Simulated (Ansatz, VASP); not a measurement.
# RbZnH3: VASP beside Ansatz, part 2 of 3

Aim: how closely do two programs agree when they are given the same cell, functional and k mesh? The cell is generated by rule, not measured, and may not be a known phase. The cell is taken from a series of runs on this material, whose earlier steps may have relaxed, scaled, displaced or heated it; both programs get it as it stands.

VASP 6.6.1 and Ansatz 0.2.0.

So far: The starting structure; Ansatz: relaxation of cell and atoms, PBEsol, pair 1.

## Step 3: VASP: relaxation of cell and atoms, PBEsol, pair 1

Level of this step: PBEsol; plane waves and PAW (Rb_sv, Zn, H); invented cell (VASP).

The same cell, functional and mesh now go to VASP, with its own data sets.

Lines of VASP's logs that name or quote its potential files are left out, and so is its time.

INCAR

```
SYSTEM = RbZnH3
PREC = Accurate
ENCUT = 500
EDIFF = 1E-07
NELM = 120
ISMEAR = 0
SIGMA = 0.01
LREAL = .FALSE.
ALGO = Normal
GGA = PS
NBANDS = 34
LORBIT = 11
LWAVE = .FALSE.
LCHARG = .FALSE.
ISIF = 3
IBRION = 2
NSW = 80
EDIFFG = -0.005
LASPH = .TRUE.
GGA_COMPAT = .FALSE.
NELMIN = 4
EFERMI = MIDGAP
KPAR = 2
```

POSCAR

```
RbZnH3
1.0
    5.4302420000      0.0000000000      0.0000000000
    0.0000000000      5.4302420000      0.0000000000
    0.0000000000      0.0000000000      5.0609980000
Rb Zn H
2 2 6
Direct
    0.5000000000      0.5000000000      0.0479286892
    0.0000000000      0.0000000000      0.0479286892
    0.0000000000      0.5000000000      0.5704432209
    0.5000000000      0.0000000000      0.5704432209
    0.3040194157      0.1959805843      0.4549823968
    0.6959805843      0.8040194157      0.4549823968
    0.1959805843      0.6959805843      0.4549823968
    0.8040194157      0.3040194157      0.4549823968
    0.0000000000      0.5000000000      0.8926559544
    0.5000000000      0.0000000000      0.8926559544
```

KPOINTS

```
Automatic mesh
0
Gamma
4 4 4
0 0 0
```

The projector-augmented-wave data sets are Rb_sv, Zn and H (PBE family, release 64).

Command:

```console
mpirun -np 2 vasp_std
```

Numbers of over 12 decimals in the logs are rounded to 6 here.

Output:

```text
[banner, memory and clock lines left out]
running    2 mpi-ranks, on    1 nodes
 distrk:  each k-point on    1 cores,    2 groups
 distr:  one band on    1 cores,    1 groups

 POSCAR found type information on POSCAR RbZnH
 POSCAR found :  3 types and      10 ions
|                                                                             |
|               ----> ADVICE to this user running VASP <----                  |
|                                                                             |
|     You enforced a specific xc type in the INCAR file but a different       |
|     [... a line on the potential file left out ...]
|     I HOPE YOU KNOW WHAT YOU ARE DOING!                                     |
|                                                                             |

 LDA part: xc-table for (Slater+PW92), standard interpolation
 POSCAR, INCAR and KPOINTS ok, starting setup
 FFT: planning ... GRIDC
 FFT: planning ... GRID_SOFT
 FFT: planning ... GRID
 WAVECAR not read
 entering main loop
       N       E                     dE             d eps       ncg     rms          rms(c)
DAV:   1     0.324061584518E+03    0.32406E+03   -0.20571E+04  1224   0.142E+03
DAV:   2     0.732334991845E+01   -0.31674E+03   -0.29518E+03  1264   0.326E+02
DAV:   3    -0.260370926165E+02   -0.33360E+02   -0.33107E+02  1460   0.114E+02
DAV:   4    -0.282283598811E+02   -0.21913E+01   -0.21857E+01  1878   0.197E+01
DAV:   5    -0.282577881100E+02   -0.29428E-01   -0.29418E-01  1662   0.240E+00    0.100E+01
DAV:   6    -0.262946608534E+02    0.19631E+01   -0.30563E+00  1490   0.371E+01    0.638E+00
DAV:   7    -0.259166087646E+02    0.37805E+00   -0.33149E+00  1458   0.855E+00    0.210E+00
DAV:   8    -0.259269103016E+02   -0.10302E-01   -0.15858E-01  1518   0.176E+00    0.115E+00
DAV:   9    -0.259309012044E+02   -0.39909E-02   -0.18734E-02  1602   0.942E-01    0.193E-01
DAV:  10    -0.259314211475E+02   -0.51994E-03   -0.31975E-03  1588   0.604E-01    0.697E-02
DAV:  11    -0.259314240867E+02   -0.29392E-05   -0.25813E-04  1458   0.115E-01    0.353E-02
DAV:  12    -0.259314681432E+02   -0.44057E-04   -0.88874E-05  1486   0.601E-02    0.849E-03
DAV:  13    -0.259314703896E+02   -0.22463E-05   -0.67987E-06  1534   0.153E-02    0.441E-03
DAV:  14    -0.259314704582E+02   -0.68682E-07   -0.21097E-06  1666   0.130E-02    0.966E-04
DAV:  15    -0.259314704542E+02    0.40427E-08   -0.22151E-07  1252   0.260E-03
   1 F= -.25931470E+02 E0= -.25931470E+02  d E =-.259315E+02
 curvature:   0.00 expect dE= 0.000E+00 dE for cont linesearch  0.000E+00
 trial: gam= 0.00000 g(F)=  0.105E-03 g(S)=  0.814E-05 ort = 0.000E+00 (trialstep = 0.100E+01)
 search vector abs. value=  0.113E-03
 bond charge predicted
       N       E                     dE             d eps       ncg     rms          rms(c)
DAV:   1    -0.259315962579E+02   -0.12580E-03   -0.23549E-03  1346   0.390E-01    0.524E-02
DAV:   2    -0.259315627320E+02    0.33526E-04   -0.30621E-04  1534   0.237E-01    0.241E-02
DAV:   3    -0.259315547306E+02    0.80014E-05   -0.15397E-05  1494   0.350E-02    0.120E-02
DAV:   4    -0.259315514382E+02    0.32924E-05   -0.65820E-06  1626   0.126E-02    0.288E-03
DAV:   5    -0.259315512817E+02    0.15641E-06   -0.66739E-07  1474   0.604E-03    0.161E-03
DAV:   6    -0.259315511029E+02    0.17882E-06   -0.20172E-07  1016   0.265E-03    0.431E-04
DAV:   7    -0.259315510953E+02    0.75806E-08   -0.15673E-08   664   0.820E-04
   2 F= -.25931551E+02 E0= -.25931551E+02  d E =-.806411E-04
 trial-energy change:   -0.000081  1 .order   -0.000082   -0.000113   -0.000050
 step:   2.0132(harm=  1.8080)  dis= 0.00141  next Energy=   -25.931576 (dE=-0.105E-03)
 bond charge predicted
       N       E                     dE             d eps       ncg     rms          rms(c)
DAV:   1    -0.259316152150E+02   -0.64112E-04   -0.24138E-03  1336   0.395E-01    0.531E-02
DAV:   2    -0.259315806993E+02    0.34516E-04   -0.31497E-04  1526   0.241E-01    0.245E-02
DAV:   3    -0.259315724936E+02    0.82056E-05   -0.15816E-05  1494   0.353E-02    0.122E-02
DAV:   4    -0.259315691130E+02    0.33806E-05   -0.67300E-06  1618   0.128E-02    0.291E-03
DAV:   5    -0.259315689544E+02    0.15863E-06   -0.68770E-07  1492   0.611E-03    0.163E-03
DAV:   6    -0.259315687729E+02    0.18146E-06   -0.20353E-07  1012   0.265E-03    0.429E-04
DAV:   7    -0.259315687652E+02    0.77662E-08   -0.15949E-08   650   0.821E-04
   3 F= -.25931569E+02 E0= -.25931569E+02  d E =-.983110E-04
 curvature:  -0.85 expect dE=-0.250E-04 dE for cont linesearch -0.125E-05
 trial: gam= 0.37634 g(F)=  0.821E-06 g(S)=  0.287E-04 ort =-0.129E-04 (trialstep = 0.120E+01)
 search vector abs. value=  0.358E-04
 reached required accuracy - stopping structural energy minimisation
```

Parts of OUTCAR (step 3):

```text
ion  position               nearest neighbor table
   1  0.500  0.500  0.048-   9 2.83  10 2.83  10 2.83   9 2.83   5 2.85   6 2.85   7 2.85   8 2.85
                             4 3.63   3 3.63   3 3.63   4 3.63   4 3.79   3 3.79   4 3.79   3 3.79
   2  0.000  0.000  0.048-   9 2.83  10 2.83   9 2.83  10 2.83   5 2.85   6 2.85   7 2.85   8 2.85
                             3 3.63   3 3.63   4 3.63   4 3.63   4 3.79   4 3.79   3 3.79   3 3.79
   3  0.000  0.500  0.570-   7 1.61   8 1.61   9 1.63   2 3.63   1 3.63   2 3.63   1 3.63   1 3.79
                             2 3.79   2 3.79   1 3.79
   4  0.500  0.000  0.570-   5 1.61   6 1.61  10 1.63   2 3.63   1 3.63   1 3.63   2 3.63   1 3.79
                             1 3.79   2 3.79   2 3.79
   5  0.304  0.196  0.455-   4 1.61   2 2.85   1 2.85
   6  0.696  0.804  0.455-   4 1.61   2 2.85   1 2.85
   7  0.196  0.696  0.455-   3 1.61   2 2.85   1 2.85
   8  0.804  0.304  0.455-   3 1.61   2 2.85   1 2.85
   9  0.000  0.500  0.893-   3 1.63   2 2.83   1 2.83   2 2.83   1 2.83
  10  0.500  0.000  0.893-   4 1.63   2 2.83   1 2.83   1 2.83   2 2.83

  LATTYP: Found a simple tetragonal cell.
 ALAT       =     5.4302420000
 C/A-ratio  =     0.9320022938

 Subroutine GETGRP returns: Found  8 space group operations
 (whereof  4 operations were pure point group operations)

The static configuration has the point symmetry     .
 The point group associated with its full space group is C_4v.

 Found     18 irreducible k-points:

   k-points           NKPTS =     18   k-points in BZ     NKDIM =     18   number of bands    NBANDS=     34

   dimension x,y,z NGX =    40 NGY =   40 NGZ =   40
   dimension x,y,z NGXF=    80 NGYF=   80 NGZF=   80

   ENCUT  =  500.0 eV  36.75 Ry    6.06 a.u.   9.90  9.90  9.23*2*pi/ulx,y,z

   NELECT =      48.0000    total number of electrons

 k-points in reciprocal lattice and weights: Automatic mesh
   0.00000000  0.00000000  0.00000000       0.016
   0.25000000  0.00000000  0.00000000       0.062
   0.50000000  0.00000000  0.00000000       0.031
   0.25000000  0.25000000  0.00000000       0.062
   0.50000000  0.25000000  0.00000000       0.062
   0.50000000  0.50000000  0.00000000       0.016
   0.00000000  0.00000000  0.25000000       0.031
   0.25000000  0.00000000  0.25000000       0.125
   0.50000000  0.00000000  0.25000000       0.062
[...]
0.50000000  0.25000000  0.50000000       0.062
   0.50000000  0.50000000  0.50000000       0.016

 average (electrostatic) potential at core
       1 -38.6274       2 -38.6274       3 -38.5611       4 -38.5611       5 -34.8613
       6 -34.8613       7 -34.8613       8 -34.8613       9 -34.6761      10 -34.6761

 E-fermi :   0.9225

 k-point     1 :       0.0000    0.0000    0.0000
  band No.  band energies     occupation
    ...
     20      -4.0422      2.00000
     21      -2.4332      2.00000
     22      -2.4332      2.00000
     23      -1.7467      2.00000
     24      -0.4184      2.00000
     25       2.6852      0.00000
     26       3.0463      0.00000
     27       3.7366      0.00000
     28       4.3143      0.00000
     29       4.3143      0.00000
    ...

 k-point     2 :       0.2500    0.0000    0.0000
  band No.  band energies     occupation
    ...
     20      -4.4890      2.00000
     21      -2.3077      2.00000
     22      -2.2241      2.00000
     23      -1.6737      2.00000
     24      -0.6787      2.00000
     25       2.4713      0.00000
     26       2.8938      0.00000
     27       3.6140      0.00000
     28       4.1271      0.00000
     29       4.4578      0.00000
    ...

 k-point     3 :       0.5000    0.0000    0.0000
  band No.  band energies     occupation
    ...
     20      -5.3811      2.00000
     21      -2.0399      2.00000
     22      -2.0399      2.00000
     23      -1.3150      2.00000
     24      -1.3150      2.00000
     25       2.3765      0.00000
     26       2.3765      0.00000
     27       3.8725      0.00000
     28       3.8725      0.00000
     29       5.5348      0.00000
    ...

  Total       -0.0441261     -0.0441261     -0.0454081      0.0000000     -0.0000000      0.0000000
  in kB       -0.4734348     -0.4734348     -0.4871892      0.0000000     -0.0000000      0.0000000
  external PRESSURE =      -0.4780196 kB  Pullay stress =       0.0000000 kB

  energy-cutoff  :      500.00
  volume of cell :      149.33
      direct lattice vectors                 reciprocal lattice vectors
     5.430995308  0.000000000  0.000000000     0.184128312  0.000000000  0.000000000
     0.000000000  5.430995308 -0.000000000     0.000000000  0.184128312  0.000000000
     0.000000000  0.000000000  5.062756571     0.000000000  0.000000000  0.197520854

 POSITION                                       TOTAL-FORCE (eV/Angst)
 -----------------------------------------------------------------------------------
      2.71550      2.71550      0.24252         0.000000      0.000000     -0.000755
      0.00000      0.00000      0.24252         0.000000      0.000000     -0.000755
      0.00000      2.71550      2.88829         0.000000      0.000000      0.000055
      2.71550      0.00000      2.88829        -0.000000     -0.000000      0.000055
      1.64981      1.06569      2.30269        -0.000897      0.000897      0.001105
      3.78119      4.36531      2.30269         0.000897     -0.000897      0.001105
      1.06569      3.78119      2.30269         0.000897      0.000897      0.001105
      4.36531      1.64981      2.30269        -0.000897     -0.000897      0.001105
      0.00000      2.71550      4.52071         0.000000     -0.000000     -0.001510
      2.71550      0.00000      4.52071         0.000000      0.000000     -0.001510
 -----------------------------------------------------------------------------------
    total drift:                               -0.000000      0.000000     -0.001926

  FREE ENERGIE OF THE ION-ELECTRON SYSTEM (eV)
  ---------------------------------------------------
  free  energy   TOTEN  =       -25.9315687652 eV

  energy  without entropy=      -25.9315687652  energy(sigma->0) =      -25.93156877

 reached required accuracy - stopping structural energy minimisation

 total charge
# of ion       s       p       d       tot
------------------------------------------
    1        1.941   5.346   0.034   7.321
    2        1.941   5.346   0.034   7.321
    3        0.619   0.536   9.736  10.890
    4        0.619   0.536   9.736  10.890
    5        0.518   0.008   0.000   0.526
    6        0.518   0.008   0.000   0.526
    7        0.518   0.008   0.000   0.526
    8        0.518   0.008   0.000   0.526
    9        0.532   0.007   0.000   0.539
   10        0.532   0.007   0.000   0.539
--------------------------------------------------
tot          8.255  11.808  19.539  39.602

[... 3 further parts left out ...]
```

CONTCAR:

```
RbZnH3
   1.00000000000000
     5.4309953082094875    0.0000000000000000    0.0000000000000000
     0.0000000000000000    5.4309953082094875   -0.0000000000000000
     0.0000000000000000    0.0000000000000000    5.0627565709960116
  Rb              Zn              H
     2     2     6
Direct
     0.5000000000000000    0.5000000000000000    0.0479036166253356
     0.0000000000000000    0.0000000000000000    0.0479036166253356
     0.0000000000000000    0.5000000000000000    0.5704979046553603
     0.5000000000000000    0.0000000000000000    0.5704979046553603
     0.3037767478960893    0.1962232521039107    0.4548283288067300
     0.6962232521039107    0.8037767478960893    0.4548283288067300
     0.1962232521039107    0.6962232521039107    0.4548283288067300
     0.8037767478960893    0.3037767478960893    0.4548283288067300
     0.0000000000000000    0.5000000000000000    0.8929344792058417
     0.5000000000000000    0.0000000000000000    0.8929344792058417
```

## Step 4: Differences

Known differences besides the potentials themselves: fixed occupations in Ansatz, narrow Gaussian smearing in VASP; the cutoff is 420 eV in Ansatz and 500 eV in VASP; Ansatz makes its cores anew for this functional, VASP keeps those of its PBE data sets; Ansatz adds a Pulay correction to the stress that steers its cell, VASP none. Total energies have different zeros and are not compared.

The two programs side by side:

```tsv
quantity	Ansatz	VASP	difference
volume (Å³)	149.24	149.33	-0.06 %
edge a after relaxation, in the typed setting (Å)	5.430	5.431	-0.01 %
edge c after relaxation, in the typed setting (Å)	5.061	5.063	-0.04 %
```

## Step 5: VASP: relaxation of cell and atoms, PBEsol, pair 2

The relaxed volume is the usual yardstick between codes: in a stiff, nearly cubic crystal its relative difference is about their pressure difference at one cell divided by the bulk modulus. Its start cell is another than that of the pair before, and may be another structure of the material.

INCAR is that of step 3.

POSCAR

```
RbZnH3
1.0
    5.3682090000      0.0000000000      0.0000000000
    0.0000000000      5.7773160000      0.0000000000
    0.0000000000      0.0000000000      5.1417970000
Rb Zn H
2 2 6
Direct
    0.0000000000      0.2538980038      0.4887927314
    0.0000000000      0.7461019962      0.9887926342
    0.5000000931      0.8232670673      0.4662101596
    0.5000000931      0.1767329327      0.9662100624
    0.5000000931      0.9315888208      0.1525561978
    0.2327973818      0.2953702030      0.9954572302
    0.5000000931      0.0684111792      0.6525562950
    0.2327973818      0.7046297970      0.4954571330
    0.7672026182      0.7046297970      0.4954571330
    0.7672026182      0.2953702030      0.9954572302
```

KPOINTS is that of step 3.

Command:

```console
mpirun -np 2 vasp_std
```

Output:

```text
[banner, memory and clock lines left out]
running    2 mpi-ranks, on    1 nodes
[...]
[... a notice as in an earlier step ...]

 LDA part: xc-table for (Slater+PW92), standard interpolation
 POSCAR, INCAR and KPOINTS ok, starting setup
[...]
entering main loop
       N       E                     dE             d eps       ncg     rms          rms(c)
DAV:   1     0.333332493811E+03    0.33333E+03   -0.20582E+04  1836   0.139E+03
DAV:   2     0.793021141513E+01   -0.32540E+03   -0.30303E+03  1956   0.326E+02
DAV:   3    -0.262986486142E+02   -0.34229E+02   -0.33994E+02  2264   0.113E+02
DAV:   4    -0.288132193466E+02   -0.25146E+01   -0.25095E+01  2984   0.199E+01
[...]
DAV:  14    -0.263924425252E+02   -0.28227E-05   -0.51527E-06  2028   0.100E-02    0.155E-03
DAV:  15    -0.263924430075E+02   -0.48230E-06   -0.58412E-07  2138   0.546E-03    0.107E-03
DAV:  16    -0.263924430654E+02   -0.57892E-07   -0.13486E-07  1590   0.307E-03
   1 F= -.26392443E+02 E0= -.26392443E+02  d E =-.263924E+02
[... from here on, the cycles between the ionic steps are left out ...]
   2 F= -.26392496E+02 E0= -.26392496E+02  d E =-.525028E-04
   3 F= -.26392495E+02 E0= -.26392495E+02  d E =-.514598E-04
   4 F= -.26392500E+02 E0= -.26392500E+02  d E =-.568052E-04
   5 F= -.26392521E+02 E0= -.26392521E+02  d E =-.215344E-04
   6 F= -.26392548E+02 E0= -.26392548E+02  d E =-.480420E-04
[...]
reached required accuracy - stopping structural energy minimisation
```

OUTCAR, selected parts (step 5):

```text
  Total       -0.0107905     -0.0360758     -0.0296986      0.0000000      0.0000000      0.0000000
  in kB       -0.1083767     -0.3623349     -0.2982834      0.0000000      0.0000000      0.0000000
  external PRESSURE =      -0.2563317 kB  Pullay stress =       0.0000000 kB

 POSITION                                       TOTAL-FORCE (eV/Angst)
 -----------------------------------------------------------------------------------
      0.00000      1.46679      2.51455         0.000000     -0.000793      0.000291
      0.00000      4.31085      5.08675         0.000000      0.000793      0.000291
      2.68350      4.75515      2.39918         0.000000      0.004329     -0.001918
      2.68350      1.02249      4.97138         0.000000     -0.004329     -0.001918
      2.68350      5.38022      0.78324         0.000000     -0.000549     -0.000735
      1.24783      1.70836      5.12141        -0.000924      0.002352      0.001181
      2.68350      0.39742      3.35544         0.000000      0.000549     -0.000735
      1.24783      4.06929      2.54921        -0.000924     -0.002352      0.001181
      4.11916      4.06929      2.54921         0.000924     -0.002352      0.001181
      4.11916      1.70836      5.12141         0.000924      0.002352      0.001181
 -----------------------------------------------------------------------------------
    total drift:                               -0.000335      0.000331      0.002081

  FREE ENERGIE OF THE ION-ELECTRON SYSTEM (eV)
  ---------------------------------------------------
  free  energy   TOTEN  =       -26.3925479126 eV

  energy  without entropy=      -26.3925479126  energy(sigma->0) =      -26.39254791

[... 1 part as in an earlier step ...]

[... 3 further parts left out ...]
[key lines of the parts left out:]
E-fermi :   0.4156
```

The run keeps the 4 symmetry operations of its start, so it cannot find a distortion of lower symmetry.

## Step 6: Ansatz: relaxation of cell and atoms, PBEsol, pair 2

The same cell, functional and mesh now go to Ansatz, which takes its cutoff from its data sets.

The cell is taken from a series of runs on this material, whose earlier steps may have relaxed, scaled, displaced or heated it; both programs get it as it stands.

input.yaml

```yaml
crystal:
  lattice:
    - [5.3682094141, 0.0, 0.0]
    - [0.0, 5.7773161094, 0.0]
    - [0.0, 0.0, 5.1417966217]
  atoms:
    - { symbol: Rb, position: [0.0, 0.2538979378, 0.4887926844] }
    - { symbol: Rb, position: [0.0, 0.7461020622, 0.9887926844] }
    - { symbol: Zn, position: [0.5, 0.823267104, 0.4662101615] }
    - { symbol: Zn, position: [0.5, 0.176732896, 0.9662101615] }
    - { symbol: H, position: [0.5, 0.9315887631, 0.1525562933] }
    - { symbol: H, position: [0.2327973769, 0.2953702632, 0.995457243] }
    - { symbol: H, position: [0.5, 0.0684112369, 0.6525562933] }
    - { symbol: H, position: [0.2327973769, 0.7046297368, 0.495457243] }
    - { symbol: H, position: [0.7672026231, 0.7046297368, 0.495457243] }
    - { symbol: H, position: [0.7672026231, 0.2953702632, 0.995457243] }
kpoints:
  mp_grid: { grid: [4, 4, 4] }
hamiltonian:
  xc: pbesol
  pseudopotentials: { kind: paw, azcp: { folder: soft_1 }, xc_functional: pbe }
scf:
  occupations: { method: fixed }
output:
  forces: true
  stress: true
  eigenvalues: true
relax:
  adjacent_minimum: "off"
  f_tol: 0.001
  max_steps: 60
  cell: { stress_tol: 0.01 }
```

Command:

```console
ansatz run input.yaml --threads 4 --pin off --max-ram 16384MiB --backend cpu --events-out ev --progress --plain --runs-dir out
```

Output:

```text
[...]
Crystal: 10 atoms, lattice volume = 159.467 Å³
Basis set: ecut = 420 eV, 3123 PW (Γ), exchange–correlation on 72×80×72 points (8 copies of the dense FFT grid, shifted against one another)
Bands: 34, of which v1, the nominal top of the filled ones, is band 24 counted from 1 (23 counted from 0)
Symmetry: 4 space group operations
[...]
k-points: 27 of 64 (time reversal used)
[...]
- { symbol: Zn, position: [0.500000, 0.176732896, 0.966210] }
    - { symbol: H, position: [0.500000, 0.931589, 0.152556] }
    - { symbol: H, position: [0.232797, 0.2953702632, 0.995457] }
    - { symbol: H, position: [0.500000, 0.0684112369, 0.6525562933] }
    - { symbol: H, position: [0.232797, 0.704630, 0.495457243] }
    - { symbol: H, position: [0.767203, 0.704630, 0.495457243] }
    - { symbol: H, position: [0.767203, 0.2953702632, 0.995457] }
[key lines of the parts left out:]
SCF converged after 6 iterations
Free energy (F): -13091.141900 eV
Fermi energy:    2.754690 eV
P = ⅓ Tr σ = -0.0004 GPa (-0.004 kbar)
```

(Part 2 of 3 ends here.)

[Lines on the potential files, build, host, timing and source positions are cut from VASP's logs without a mark.]

[Logs are printed without paths, hosts, clocks, repeated set-up lines and the standing remarks that a program may print on its own settings, such as how far it seeks lower states.]

[Hosts, paths, dates, database ids (printed as entryN), source tags and the programs' standing remarks are cut or masked in the printed files.]
